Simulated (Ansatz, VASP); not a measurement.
# Cross-check of Os (Osmium) between VASP and Ansatz

Wanted: the spread between two codes on one cell, functional and k mesh. The cell is taken from a series of runs on this material, whose earlier steps may have relaxed, scaled, displaced or heated it; both programs get it as it stands.

Calculated with Ansatz 0.2.0; plane waves, with VASP 6.6.1 beside it; zone-centre phonons at PBEsol.

## Step 1: The structure

The structure is hexagonal, space group P6_3/mmc (No. 194). Conventional cell: a = 2.755 Å, b = 2.755 Å, c = 4.287 Å, α = 90.00°, β = 90.00°, γ = 120.00°. Nearest to Os lie 12 Os at 2.67 to 2.76 Å.

## Step 2: Ansatz: zone-centre phonons, PBEsol

Ansatz runs on its PAW soft_1 files.

Second derivatives magnify differences that forces hide, and they need a tight electronic threshold.

input.yaml reads:

```yaml
crystal:
  lattice:
    - [2.7551609971, 0.0, 0.0]
    - [-1.3775804985, 2.386039415, 0.0]
    - [0.0, 0.0, 4.2868798287]
  atoms:
    - { symbol: Os, position: [0.3333333333, 0.6666666667, 0.25] }
    - { symbol: Os, position: [0.6666666667, 0.3333333333, 0.75] }
kpoints:
  mp_grid: { grid: [18, 18, 12] }
hamiltonian:
  xc: pbesol
  pseudopotentials: { kind: paw, azcp: { folder: soft_1 }, xc_functional: pbe }
scf:
  occupations: { method: methfessel_paxton, width: 0.2 }
output:
  eigenvalues: true
phonons:
  method: dfpt
```

Run with:

```bash
> ansatz run input.yaml --threads 4 --pin off --max-ram 10240MiB --backend cpu --events-out ev --progress --plain --runs-dir out
```

Numbers of over 12 decimals in the logs are rounded to 6 here.

The log of the run:

```text
zone centre: on kpoints.mp_grid the ground state, and the responses unless they are solved on pairs of k-points, stand on 637 of the mesh's 3888 k-points, reduced under 4 symmetry operations, with k and −k counted as one. Each operation leaves every solved displacement unchanged or reverses it
Engine: ansatz 0.2.0, aarch64-unknown-linux-gnu
Pseudopotentials: kind: paw
Pseudopotential: Os, paw, valence charge 16, recommended cutoff 420 eV (normal), soft_1/Os.paw.azcp
Functional definition: PBEsol
  exchange = pbesol_x
  correlation = pbesol_c
Crystal: 2 atoms, lattice volume = 28.182 Å³
Basis set: ecut = 420 eV, 561 PW (Γ), exchange–correlation on 40×40×60 points (8 copies of the dense FFT grid, shifted against one another)
Bands: 20, of which v1, the nominal top of the filled ones, is band 16 counted from 1 (15 counted from 0)
Symmetry: 24 space group operations
k-points: 637 of 3888 (irreducible under 4 space group operations, time reversal used)
Non-local potential: Os, projectors of the file, l = 0: 3, l = 1: 2, l = 2: 2, l = 3: 1
PAW form: soft (Blöchl's): semilocal exchange-correlation on the pseudo side does not see the compensation charge
PAW frozen core: Os, regenerated for the run's functional, and the local potential with it (the file was generated under x = pbe(κ = 0.804, μ = 0.219515), c = pbe(β = 0.066725))
PAW one-centre angular grid: Os, 590 points (default); XC on 64 Gauss nodes
Initial density: superposition of atomic densities (chi_scale 0.1, normalization cell)
Initial wavefunctions: pseudopotential atomic-orbital guess
Functional: x = pbesol(κ = 0.804, μ = 0.123457), c = pbesol(β = 0.046)
SCF iter   1: F=—  HF=-22505.008719 eV  |F-HF|=—  |Δ(HF+E_count)|=         —  Δρ=6.35e-2  dr2=9.75e-1  ethr=3.10e-3  ⟨swp⟩=5.0  Hψ=115611  notcnv=0  defer=55
automatic band count: the SCF goes on with 24 bands, as 20 were too few: they end inside the smearing window of the response
preconditioner: auto → none  [metal: Δε(μ)=0.007 eV  Ē_g=12.014 eV  σ=0.200 eV  W_gap=0.03  n_scr=8 (ndim 8)  ℏωp=28.0 eV  f_vac=0.000  D(μ)=1.30/eV (n_scr^D=8)  sad-step TF]
SCF iter   2: F=—  HF=-22504.759336 eV  |F-HF|=—  |Δ(HF+E_count)|=   2.49e-1  S|Δr|=    0.00e0  Δρ=3.76e-2  dr2=3.32e-1  ethr=3.05e-3  ⟨swp⟩=2.0  Hψ=23104  notcnv=0  defer=773
SCF iter   3: F=—  HF=-22504.642018 eV  |F-HF|=—  |Δ(HF+E_count)|=   1.17e-1  S|Δr|=    0.00e0  Δρ=1.66e-3  dr2=3.19e-4  ethr=1.04e-3  ⟨swp⟩=2.0  Hψ=21746  notcnv=0  defer=773
SCF iter   4: F=—  HF=-22504.641700 eV  |F-HF|=—  |Δ(HF+E_count)|=   3.17e-4  S|Δr|=    0.00e0  Δρ=2.18e-4  dr2=5.79e-6  ethr=9.95e-7  ⟨swp⟩=2.1  Hψ=24076  notcnv=0  defer=995
SCF iter   5: F=—  HF=-22504.641699 eV  |F-HF|=—  |Δ(HF+E_count)|=   1.23e-6  S|Δr|=    0.00e0  Δρ=5.12e-5  dr2=5.35e-7  ethr=1.81e-8  ⟨swp⟩=2.0  Hψ=23833  notcnv=0  defer=995
SCF iter   6: F=—  HF=-22504.641705 eV  |F-HF|=—  |Δ(HF+E_count)|=   6.30e-6  S|Δr|=    0.00e0  Δρ=1.48e-5  dr2=4.97e-8  ethr=1.67e-9  ⟨swp⟩=2.6  Hψ=22861  notcnv=0  defer=1102
SCF iter   7: F=—  HF=-22504.641705 eV  |F-HF|=—  |Δ(HF+E_count)|=   1.92e-8  S|Δr|=    0.00e0  Δρ=2.84e-6  dr2=1.66e-9  ethr=1.55e-10  ⟨swp⟩=2.8  Hψ=22424  notcnv=0  defer=1103
SCF iter   8: F=-22504.641705 eV  HF=-22504.641705 eV  |F-HF|=3.64e-12  |Δ(HF+E_count)|=  5.68e-10  S|Δr|=    0.00e0  Δρ=1.17e-7  dr2=2.53e-12  ethr=1.00e-12  ⟨swp⟩=9.0  Hψ=86168  notcnv=0
SCF 1 converged in 8 iterations: F = -22504.641705 eV  dr2 = 2.53e-12
  greatest PAW one-centre occupation: 1.000 electrons in one spin orbital (limit 2), on the Os atom at site 1 (counted from 0), in its partial waves of l = 0
DFPT response loops at Γ: preconditioner auto → Kerker (q_TF=auto, 2.787 Å⁻¹) (partly filled bands, converged f_vac=0.000); β = 1.00, the filter's whole step (`scf.mixing.beta` (0.50) is not read by the response loops under this deck's `scf.mixing.preconditioner`; to damp them name `kerker` or `kerker_dos`, under which they read `scf.mixing.beta`, and type it under 1.00, their step now; both keys bind the ground state too); Broyden in place of MSR1
SCF converged after 8 iterations
Stability not checked: this state was not tested for a lower state beside it, because cold or Methfessel-Paxton smearing, or corrected tetrahedra, fill the levels in a way that the test cannot read (fill_not_monotonic; see scf.lower_state_search)
Free energy (F): -22504.641705 eV
Harris-Foulkes:  -22504.641705 eV  (|F-HF|=3.64e-12)
Internal energy: -22504.641418 eV  (E = F + TS)
E sigma→0 (E₀):  -22504.641633 eV
Entropy (-TS):   -0.000288 eV (-0.144 meV/atom)
Fermi energy:    25.614276 eV
--- Per-component energies (eV) ---
  E_band       = -142.206424
  E_kinetic    = 983.687178
  E_local      = -1843.195046  (includes V_loc(G=0)·N_el)
  E_nonlocal   = 398.048290
  E_hartree    = 657.605047
  E_xc         = -465.286772
  E_vxc        = -492.099844  (∫ρ·V_xc dr)
  E_paw        = -17829.517680  (= ΣΔE_a)
  E_vpaw       = -503.857987  (= ΣTr[D̂ρ^β])
  E_aug_tail   = 0.000880  (compensation charges beyond the density's cutoff)
  E_ewald      = -4406.479309
  E_core_change = 0.495995  (= ΣΔE_core)
  E_smearing   = -0.000288  (= −TS)
  E_closure    = -0.000000  (closes the sum)
  Σ components = -22504.641705   (vs F -22504.641705, Δ=0.00e0)
--- Band table (eV; the first three rows and the last of 637) ---
  k-point 0: bands = [... 12 lower, 23.0030, 23.4315, 23.4315, 23.9219, 23.9219, 25.7804, 27.2851, 27.2851, ... 4 higher]
  k-point 1: bands = [... 12 lower, 22.9480, 23.3673, 23.3673, 24.0735, 24.0735, 25.4764, 27.3045, 27.3045, ... 4 higher]
  k-point 2: bands = [... 12 lower, 22.7936, 23.1949, 23.1949, 24.4499, 24.4499, 24.7224, 27.3356, 27.3356, ... 4 higher]
  k-point 636: bands = [... 12 lower, 22.1965, 22.1965, 23.9807, 23.9807, 27.8481, 27.8481, 30.3589, 30.3589, ... 4 higher]
--- Phonons (Γ-DFPT): 2 representative perturbations + reference, on 637 of 3888 k-points (Σ response iterations 4) ---
  k mesh reduced under 4 symmetry operations, with k and −k counted as one. Each operation leaves every solved displacement unchanged or reverses it
  ASR residual: 2.299e-5 → 0.000e0 eV/Å²; symmetrization residual: 8.893e-10 eV/Å²
  ASR residual per site (eV/Å²): 2.30e-5 2.30e-5
  Γ frequencies (cm⁻¹): 0.00 0.00 0.00 167.31 167.31 226.97
  non-analytic LO–TO correction: not included (Born effective charges unavailable; polar crystals: no LO–TO splitting at Γ)
```

## Step 3: VASP: zone-centre phonons, PBEsol

The same cell, functional, mesh and smearing now go to VASP, with its own data sets.

Lines of VASP's logs that name or quote its potential files are left out, and so is its time.

INCAR reads:

```
SYSTEM = Os
PREC = Accurate
ENCUT = 600
EDIFF = 1E-08
NELM = 120
ISMEAR = 1
SIGMA = 0.2
LREAL = .FALSE.
ALGO = Normal
GGA = PS
NBANDS = 14
LASPH = .TRUE.
LORBIT = 11
LWAVE = .FALSE.
LCHARG = .FALSE.
ISIF = 2
IBRION = 8
GGA_COMPAT = .FALSE.
KPAR = 2
```

POSCAR reads:

```
Os
1.0
    2.7551609971      0.0000000000      0.0000000000
   -1.3775804985      2.3860394150      0.0000000000
    0.0000000000      0.0000000000      4.2868798287
Os
2
Direct
    0.3333333333      0.6666666667      0.2500000000
    0.6666666667      0.3333333333      0.7500000000
```

KPOINTS reads:

```
Automatic mesh
0
Gamma
18 18 12
0 0 0
```

The projector-augmented-wave data sets are Os (PBE family, release 64).

Run with:

```bash
> mpirun -np 2 vasp_std
```

The log of the run:

```text
[banner, memory and clock lines left out]
running    2 mpi-ranks, on    1 nodes
 distrk:  each k-point on    1 cores,    2 groups
 distr:  one band on    1 cores,    1 groups

 POSCAR found type information on POSCAR Os
 POSCAR found :  1 types and       2 ions
|                                                                             |
|               ----> ADVICE to this user running VASP <----                  |
|                                                                             |
|     You enforced a specific xc type in the INCAR file but a different       |
|     [... a line on the potential file left out ...]
|     I HOPE YOU KNOW WHAT YOU ARE DOING!                                     |
|                                                                             |

 LDA part: xc-table for (Slater+PW92), standard interpolation
 POSCAR, INCAR and KPOINTS ok, starting setup
 FFT: planning ... GRIDC
 FFT: planning ... GRID_SOFT
 FFT: planning ... GRID
 WAVECAR not read
 entering main loop
       N       E                     dE             d eps       ncg     rms          rms(c)
DAV:   1     0.116238959639E+03    0.11624E+03   -0.82274E+03  7252   0.124E+03
DAV:   2    -0.194375728111E+02   -0.13568E+03   -0.11966E+03  7408   0.367E+02
DAV:   3    -0.259575119661E+02   -0.65199E+01   -0.61424E+01  9530   0.700E+01
DAV:   4    -0.260369307534E+02   -0.79419E-01   -0.79120E-01  7852   0.792E+00
DAV:   5    -0.260374081246E+02   -0.47737E-03   -0.47735E-03  9456   0.552E-01    0.237E+01
DAV:   6    -0.248237802263E+02    0.12136E+01   -0.11597E+00  8968   0.946E+00    0.105E+01
DAV:   7    -0.244821706090E+02    0.34161E+00   -0.73954E-01  9182   0.746E+00    0.518E-01
DAV:   8    -0.244757926170E+02    0.63780E-02   -0.68822E-03  7360   0.652E-01    0.336E-01
DAV:   9    -0.244727219715E+02    0.30706E-02   -0.16810E-03  8542   0.451E-01    0.563E-02
DAV:  10    -0.244727422870E+02   -0.20316E-04   -0.68747E-05  9166   0.782E-02    0.116E-02
DAV:  11    -0.244727212695E+02    0.21018E-04   -0.48258E-06  8056   0.231E-02    0.147E-03
DAV:  12    -0.244727205553E+02    0.71423E-06   -0.14771E-07  8980   0.419E-03    0.823E-04
DAV:  13    -0.244727204341E+02    0.12117E-06   -0.37314E-09  5678   0.536E-04    0.271E-04
DAV:  14    -0.244727204035E+02    0.30571E-07   -0.36527E-10  4214   0.191E-04    0.163E-04
DAV:  15    -0.244727203774E+02    0.26169E-07   -0.10465E-10  4004   0.974E-05    0.404E-05
DAV:  16    -0.244727203728E+02    0.45176E-08   -0.15322E-11  3962   0.359E-05
   1 F= -.24472720E+02 E0= -.24472642E+02  d E =-.235070E-03
 Linear response reoptimize wavefunctions to high precision
DAV:   1    -0.244727203732E+02   -0.35129E-09   -0.23788E-12  4166   0.202E-05
DAV:   2    -0.244727203732E+02   -0.32060E-10   -0.60464E-13  3902   0.656E-06
 Linear response DOF=           2
 Linear response progress:
  Degree of freedom:   1/  2
       N       E                     dE             d eps       ncg     rms          rms(c)
RMM:   1    -0.193222650264E+00   -0.19322E+00   -0.11200E-01 53824   0.252E+00
RMM:   2    -0.189664529977E+00    0.35581E-02   -0.16500E-03 42200   0.543E-01    0.148E-01
RMM:   3    -0.188447323237E+00    0.12172E-02   -0.51891E-04 49963   0.160E-01    0.844E-02
RMM:   4    -0.187708017422E+00    0.73931E-03   -0.78875E-04 50473   0.188E-01    0.107E-02
RMM:   5    -0.187768272247E+00   -0.60255E-04   -0.19396E-05 51536   0.311E-02    0.515E-03
RMM:   6    -0.187742566215E+00    0.25706E-04   -0.22837E-06 51732   0.996E-03    0.142E-03
RMM:   7    -0.187739500671E+00    0.30655E-05   -0.33290E-08 53040   0.169E-03    0.911E-04
RMM:   8    -0.187736086761E+00    0.34139E-05   -0.78555E-08 51444   0.151E-03    0.982E-05
RMM:   9    -0.187735507860E+00    0.57890E-06    0.96810E-09 53513   0.239E-04    0.264E-05
RMM:  10    -0.187735352365E+00    0.15549E-06   -0.35472E-09 53201   0.352E-05    0.566E-06
RMM:  11    -0.187735311774E+00    0.40591E-07   -0.11148E-08 53902   0.153E-05    0.180E-06
RMM:  12    -0.187735325817E+00   -0.14043E-07   -0.65815E-09 47239   0.123E-05    0.308E-07
RMM:  13    -0.187735327562E+00   -0.17454E-08   -0.36719E-09 22333   0.984E-06    0.131E-07
 first order change of Fermi-energy  -0.12497E-04
 force on displaced ion       1 direction 1 :  -9.748   0.001   0.000
 Linear response progress:
  Degree of freedom:   2/  2
       N       E                     dE             d eps       ncg     rms          rms(c)
RMM:   1    -0.244944887326E+00   -0.24494E+00   -0.14057E-01 18957   0.266E+00
RMM:   2    -0.236548467862E+00    0.83964E-02   -0.49227E-03 14217   0.754E-01    0.178E-01
RMM:   3    -0.236013432667E+00    0.53504E-03   -0.79985E-04 17666   0.165E-01    0.101E-01
RMM:   4    -0.236043747541E+00   -0.30315E-04   -0.36765E-04 17661   0.147E-01    0.113E-02
RMM:   5    -0.236098937124E+00   -0.55190E-04    0.35960E-05 18250   0.180E-02    0.493E-03
RMM:   6    -0.236111289950E+00   -0.12353E-04    0.76710E-06 16757   0.432E-03    0.330E-03
RMM:   7    -0.236117030085E+00   -0.57401E-05    0.47948E-06 17997   0.351E-03    0.440E-04
RMM:   8    -0.236114152634E+00    0.28775E-05   -0.21248E-07 18227   0.940E-04    0.153E-04
RMM:   9    -0.236112485901E+00    0.16667E-05   -0.77769E-08 18212   0.351E-04    0.626E-05
RMM:  10    -0.236112403797E+00    0.82104E-07    0.22789E-07 17378   0.189E-04    0.345E-06
RMM:  11    -0.236112441275E+00   -0.37477E-07   -0.25369E-08 18653   0.483E-05    0.223E-06
RMM:  12    -0.236112442521E+00   -0.12466E-08   -0.16747E-08 17406   0.218E-05    0.536E-07
 first order change of Fermi-energy   0.11767E-03
 force on displaced ion       1 direction 3 :   0.000  -0.000 -17.932
 Linear response finished
```

From OUTCAR (step 3):

```text
ion  position               nearest neighbor table
   1  0.333  0.667  0.250-   2 2.67   2 2.67   2 2.67   2 2.67   2 2.67   2 2.67
   2  0.667  0.333  0.750-   1 2.67   1 2.67   1 2.67   1 2.67   1 2.67   1 2.67

  LATTYP: Found a hexagonal cell.
 ALAT       =     2.7551609971
 C/A-ratio  =     1.5559453089

 Subroutine GETGRP returns: Found 24 space group operations
 (whereof 12 operations were pure point group operations)

The static configuration has the point symmetry D_3d.
 The point group associated with its full space group is D_6h.

 Found    259 irreducible k-points:

   k-points           NKPTS =    259   k-points in BZ     NKDIM =    259   number of bands    NBANDS=     14

   dimension x,y,z NGX =    24 NGY =   24 NGZ =   36
   dimension x,y,z NGXF=    48 NGYF=   48 NGZF=   72

   ENCUT  =  600.0 eV  44.10 Ry    6.64 a.u.   5.50  5.50  8.56*2*pi/ulx,y,z

   NELECT =      16.0000    total number of electrons

 k-points in reciprocal lattice and weights: Automatic mesh
   0.00000000  0.00000000  0.00000000       0.000
   0.05555556  0.00000000  0.00000000       0.002
   0.11111111  0.00000000  0.00000000       0.002
   0.16666667  0.00000000  0.00000000       0.002
   0.22222222  0.00000000  0.00000000       0.002
   0.27777778 -0.00000000  0.00000000       0.002
   0.33333333  0.00000000  0.00000000       0.002
   0.38888889 -0.00000000  0.00000000       0.002
   0.44444444  0.00000000  0.00000000       0.002
[...]
0.33333333  0.27777778  0.50000000       0.003
   0.33333333  0.33333333  0.50000000       0.001

 average (electrostatic) potential at core
       1 -43.2100       2 -43.2100

  Total       -1.3884698     -1.3884698      0.0576986     -0.0000000      0.0000000      0.0000000
  in kB      -78.9370906    -78.9370906      3.2802746     -0.0000000      0.0000000      0.0000000
  external PRESSURE =     -51.5313022 kB  Pullay stress =       0.0000000 kB

  energy-cutoff  :      600.00
  volume of cell :       28.18
      direct lattice vectors                 reciprocal lattice vectors
     2.755160997  0.000000000  0.000000000     0.362955196  0.209552280  0.000000000
    -1.377580498  2.386039415  0.000000000     0.000000000  0.419104560  0.000000000
     0.000000000  0.000000000  4.286879829     0.000000000  0.000000000  0.233269893

 POSITION                                       TOTAL-FORCE (eV/Angst)
 -----------------------------------------------------------------------------------
     -0.00000      1.59069      1.07172         0.000000      0.000000      0.000000
      1.37758      0.79535      3.21516        -0.000000     -0.000000      0.000000
 -----------------------------------------------------------------------------------
    total drift:                                0.000000     -0.000000     -0.000000

 Eigenvectors and eigenvalues of the dynamical matrix
 ----------------------------------------------------

   1 f  =    6.788599 THz    42.654025 2PiTHz  226.443285 cm-1    28.075376 meV
             X         Y         Z           dx          dy          dz
     -0.000000  1.590693  1.071720    -0.000000    0.000000   -0.707107
      1.377580  0.795346  3.215160     0.000000    0.000000    0.707107

   2 f  =    5.005250 THz    31.448911 2PiTHz  166.957159 cm-1    20.700040 meV
             X         Y         Z           dx          dy          dz
     -0.000000  1.590693  1.071720     0.522705    0.476214   -0.000000
      1.377580  0.795346  3.215160    -0.522705   -0.476214   -0.000000

   3 f  =    5.005250 THz    31.448911 2PiTHz  166.957159 cm-1    20.700040 meV
             X         Y         Z           dx          dy          dz
     -0.000000  1.590693  1.071720     0.476214   -0.522705    0.000000
      1.377580  0.795346  3.215160    -0.476214    0.522705    0.000000

   4 f  =    0.000000 THz     0.000001 2PiTHz    0.000005 cm-1     0.000001 meV
             X         Y         Z           dx          dy          dz
     -0.000000  1.590693  1.071720     0.010339   -0.101344   -0.699730
      1.377580  0.795346  3.215160     0.010339   -0.101344   -0.699730

   5 f  =    0.000000 THz     0.000000 2PiTHz    0.000000 cm-1     0.000000 meV
             X         Y         Z           dx          dy          dz
     -0.000000  1.590693  1.071720     0.447778   -0.540633    0.084918
      1.377580  0.795346  3.215160     0.447778   -0.540633    0.084918

   6 f/i=    0.000000 THz     0.000000 2PiTHz    0.000002 cm-1     0.000000 meV
             X         Y         Z           dx          dy          dz
     -0.000000  1.590693  1.071720    -0.547163   -0.444349    0.056272
      1.377580  0.795346  3.215160    -0.547163   -0.444349    0.056272

 ELASTIC MODULI CONTR FROM IONIC RELAXATION (kBar)
 Direction    XX          YY          ZZ          XY          YZ          ZX
 --------------------------------------------------------------------------------
 XX         -27.7072     27.7072     -0.0000     -0.0000      0.0000      0.0000
 YY          27.7072    -27.7072      0.0000     -0.0000      0.0000      0.0000
 ZZ          -0.0000      0.0000     -0.0000     -0.0000      0.0000      0.0000
 XY          -0.0000     -0.0000     -0.0000    -27.7072      0.0000     -0.0000
 YZ           0.0000      0.0000      0.0000      0.0000      0.0000      0.0000
 ZX           0.0000      0.0000      0.0000     -0.0000      0.0000     -0.0000
 --------------------------------------------------------------------------------
```

## Step 4: Differences

Known differences besides the potentials themselves: the data sets hold 32 valence electrons in Ansatz (on its PAW soft_1 files) and 16 in VASP; the cutoff is 420 eV in Ansatz and 600 eV in VASP; Ansatz makes its cores anew for this functional, VASP keeps those of its PBE data sets. Total energies have different zeros and are not compared.

Compared:

| quantity | Ansatz | VASP | difference |
| --- | --- | --- | --- |
| optical mode 1 to 2 (cm⁻¹) | 167.3 | 167.0 | +0.21 % |
| optical mode 3 (cm⁻¹) | 227.0 | 226.4 | +0.23 % |

Modes are paired by rising frequency, not by their patterns, so a pair may set unlike modes beside each other; they are those without the splitting of longitudinal modes.

## Step 5: Outcome

```
r.m.s. difference of the optical zone-centre modes, each program's sorted by frequency (zone-centre phonons, PBEsol) : 0.42 cm⁻¹
```

In words: The r.m.s. difference of the optical zone-centre modes, each program's sorted by frequency is 0.42 cm⁻¹ (zone-centre phonons, PBEsol). The data sets hold unlike numbers of valence electrons (32 in Ansatz and 16 in VASP), so part of the differences comes from the potentials. How closely two codes agree says nothing of how well the functional describes the real material.

[Lines on the potential files, build, host, timing and source positions are cut from VASP's logs without a mark.]

[Logs are printed without paths, hosts, clocks, repeated set-up lines and the standing remarks that a program may print on its own settings, such as how far it seeks lower states.]

[Hosts, paths, dates, database ids (printed as entryN), source tags and the programs' standing remarks are cut or masked in the printed files.]
